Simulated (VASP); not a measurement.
Energy against volume of CdF₂ (fluorite). Method: PBE GGA with D3 dispersion (zero damping), VASP's PBE PAW potentials (set 64) (plane waves; VASP). Run with 520 eV cut-off, 7×7×7 Γ-centred mesh, Gaussian smearing of 0.050 eV, potentials Cd F.

| V (Å³/atom) | E (eV/atom) |
|---|---|
| 13.167 | -3.77951 |
| 13.574 | -3.78497 |
| 13.981 | -3.78252 |
| 14.389 | -3.77347 |

### Question
Fit these four points and predict the energy of the run at 12.760 Å³/atom.

### Answer
A cubic in V^(−2/3), the third-order Birch-Murnaghan form, passes through the four points with V0 = 13.64 Å³/atom and B0 = 101 GPa, and gives -3.7645 eV/atom there. The run gave -3.7647 eV/atom, -0.2 meV/atom from the fit; all five points give B0 = 101 GPa.

The compound is CdF2 in the fluorite structure. It was relaxed first.
